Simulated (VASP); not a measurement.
Output of a VASP run:

### OSZICAR
```
       N       E                     dE             d eps       ncg     rms          rms(c)
DAV:   1     0.822493890572E+02    0.82249E+02   -0.71855E+03   384   0.119E+03
DAV:   2    -0.193303579198E+02   -0.10158E+03   -0.93706E+02   476   0.273E+02
DAV:   3    -0.261541119360E+02   -0.68238E+01   -0.67821E+01   496   0.648E+01
DAV:   4    -0.265121500149E+02   -0.35804E+00   -0.35719E+00   688   0.123E+01
DAV:   5    -0.265147399125E+02   -0.25899E-02   -0.25898E-02   504   0.106E+00    0.302E+00
DAV:   6    -0.230539830655E+02    0.34608E+01   -0.14114E+00   616   0.123E+01    0.202E+00
DAV:   7    -0.225648214602E+02    0.48916E+00   -0.38065E-01   728   0.663E+00    0.606E-01
DAV:   8    -0.232077690883E+02   -0.64295E+00   -0.33636E-01   452   0.556E+00    0.588E-01
DAV:   9    -0.227007271203E+02    0.50704E+00   -0.18716E-01   392   0.483E+00    0.378E-01
DAV:  10    -0.227116070526E+02   -0.10880E-01   -0.30614E-02   440   0.215E+00    0.165E-01
DAV:  11    -0.227162100564E+02   -0.46030E-02   -0.49590E-02   384   0.258E+00    0.110E-01
DAV:  12    -0.227336055319E+02   -0.17395E-01   -0.64607E-03   392   0.975E-01    0.820E-02
DAV:  13    -0.227350206330E+02   -0.14151E-02   -0.14321E-03   472   0.414E-01    0.266E-02
DAV:  14    -0.227349644474E+02    0.56186E-04   -0.13916E-04   436   0.157E-01    0.115E-02
DAV:  15    -0.227349534397E+02    0.11008E-04   -0.29772E-06   532   0.146E-02    0.122E-02
DAV:  16    -0.227349520798E+02    0.13598E-05   -0.30292E-06   448   0.229E-02    0.103E-02
DAV:  17    -0.227350488722E+02   -0.96792E-04   -0.64517E-05   408   0.105E-01    0.739E-03
DAV:  18    -0.227350552576E+02   -0.63855E-05   -0.31790E-06   432   0.232E-02    0.707E-03
DAV:  19    -0.227350550429E+02    0.21469E-06   -0.88491E-08   332   0.347E-03
   1 F= -.22735055E+02 E0= -.22735055E+02  d E =-.227351E+02
```

File OUTCAR:
```
------------------------ aborting loop because EDIFF is reached ----------------------------------------
  FORCE on cell =-STRESS in cart. coord.  units (eV):
  Direction    XX          YY          ZZ          XY          YZ          ZX
  --------------------------------------------------------------------------------------
  Total       -0.0068833     -0.0068833     -0.0068833      0.0000000      0.0000000      0.0000000
  in kB       -0.1571782     -0.1571782     -0.1571782      0.0000000      0.0000000      0.0000000
  external PRESSURE =      -0.1571782 kB  Pullay stress =       0.0000000 kB
  volume of cell :       70.16
      direct lattice vectors                 reciprocal lattice vectors
     0.000000000  3.273625400  3.273625400    -0.152735863  0.152735863  0.152735863
     3.273625400  0.000000000  3.273625400     0.152735863 -0.152735863  0.152735863
     3.273625400  3.273625400  0.000000000     0.152735863  0.152735863 -0.152735863
  FREE ENERGIE OF THE ION-ELECTRON SYSTEM (eV)
  ---------------------------------------------------
  free  energy   TOTEN  =       -22.7350550429 eV

  energy  without entropy=      -22.7350550429  energy(sigma->0) =      -22.73505504

 reached required accuracy - stopping structural energy minimisation
```
(Selected blocks of OUTCAR.)

File POSCAR:
```
KBr
1
   -0.0000000000     3.2736254002     3.2736254002
    3.2736254002     0.0000000000     3.2736254002
    3.2736254002     3.2736254002    -0.0000000000
K Br
1 1
Direct
  0.0000000000   0.0000000000   0.0000000000
  0.5000000000   0.5000000000   0.5000000000
```

Question: Reconstruct the remaining input files.

Answer: Several could match; the one computed here: the input of the run itself, r2SCAN+rVV10, plane waves, VASP's PBE PAW potentials (set 64).

### INCAR
```
SYSTEM  =  KBr
PREC  =  Accurate; ENCUT  =  520; LREAL  =  .False.
LASPH  =  .True.
EDIFF  =  1E-6; NELM  =  100; ALGO  =  Normal
LMAXMIX  =  4; LMIXTAU  =  .True.
ISMEAR  =  0; SIGMA  =  0.05
METAGGA  =  R2SCAN; LUSE_VDW  =  .True.; BPARAM  =  11.95
CPARAM  =  0.0093
IBRION  =  2; NSW  =  60; ISIF  =  3
EDIFFG  =  -0.01
LWAVE  =  .False.; LCHARG  =  .False.
```

File KPOINTS:
```
Automatic mesh
0
Gamma
6 6 6
0 0 0
```

POTCAR, in this order: K_sv Br (PBE.64 set). Program: vasp_std.

The compound is KBr in the rock salt structure. It was relaxed first. The start is the result of an earlier pass.
